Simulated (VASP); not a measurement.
OSZICAR of a VASP run on BaTiO₃ (space group R3m):

File OSZICAR:
```
       N       E                     dE             d eps       ncg     rms          rms(c)
DAV:   1     0.425471750955E+03    0.42547E+03   -0.21959E+04  1536   0.185E+03
DAV:   2    -0.424499249224E+02   -0.46792E+03   -0.46112E+03  1832   0.503E+02
DAV:   3    -0.943608703009E+02   -0.51911E+02   -0.51790E+02  2272   0.157E+02
DAV:   4    -0.968917572770E+02   -0.25309E+01   -0.25294E+01  2208   0.315E+01
DAV:   5    -0.969816801064E+02   -0.89923E-01   -0.89918E-01  2176   0.448E+00    0.239E+01
DAV:   6    -0.747919991434E+02    0.22190E+02   -0.51868E+01  2424   0.810E+01    0.734E+00
DAV:   7    -0.734718106795E+02    0.13202E+01   -0.55652E+00  1768   0.163E+01    0.460E+00
DAV:   8    -0.761693637282E+02   -0.26976E+01   -0.19235E+00  1920   0.119E+01    0.236E+00
DAV:   9    -0.740705902438E+02    0.20988E+01   -0.14115E+00  1664   0.974E+00    0.982E-01
DAV:  10    -0.742772055540E+02   -0.20662E+00   -0.32573E-01  1928   0.465E+00    0.739E-01
DAV:  11    -0.735975245872E+02    0.67968E+00   -0.30263E-01  1648   0.509E+00    0.420E-01
DAV:  12    -0.742423989945E+02   -0.64487E+00   -0.28797E-01  1560   0.486E+00    0.209E-01
DAV:  13    -0.742728742258E+02   -0.30475E-01   -0.13948E-02  1736   0.136E+00    0.618E-02
DAV:  14    -0.742698908707E+02    0.29834E-02   -0.16158E-03  2088   0.413E-01    0.915E-02
DAV:  15    -0.742733963069E+02   -0.35054E-02   -0.12314E-03  1656   0.383E-01    0.352E-02
DAV:  16    -0.742736366070E+02   -0.24030E-03   -0.32916E-04  2136   0.167E-01    0.156E-02
DAV:  17    -0.742736419862E+02   -0.53791E-05   -0.10920E-05  1976   0.295E-02    0.165E-02
DAV:  18    -0.742736411227E+02    0.86349E-06   -0.41098E-06  1992   0.224E-02    0.230E-02
DAV:  19    -0.742736355813E+02    0.55414E-05   -0.32831E-05  1904   0.407E-02    0.276E-02
DAV:  20    -0.742736442084E+02   -0.86271E-05   -0.22302E-05  1552   0.393E-02    0.238E-02
DAV:  21    -0.742736437873E+02    0.42109E-06   -0.28247E-06  1936   0.188E-02    0.128E-02
DAV:  22    -0.742736441188E+02   -0.33155E-06   -0.81565E-07  2056   0.669E-03    0.894E-03
DAV:  23    -0.742736441750E+02   -0.56159E-07   -0.10763E-06  1928   0.704E-03    0.242E-03
DAV:  24    -0.742736450776E+02   -0.90264E-06   -0.22917E-07  1088   0.548E-03    0.870E-04
DAV:  25    -0.742736450887E+02   -0.11092E-07   -0.53366E-08   816   0.234E-03
   1 F= -.74273645E+02 E0= -.74273645E+02  d E =0.000000E+00
       N       E                     dE             ncg
       N       E                     dE             ncg
```

Task: Which electronic solver shows in the log?

Result: It is blocked Davidson (ALGO = Normal, or the opening steps of other solvers). The INCAR had ALGO = Normal.

Task: Can the final energy be trusted as converged?

Result: Self-consistency was reached. It stopped with EDIFF = 1E-7, NELM = 100 (r2SCAN meta-GGA, plane waves, VASP's PBE PAW potentials (set 64)).

The structure comes from a computed database's BaTiO3 entry (R3m); how it stands against other phases isn't given here. It was relaxed first.
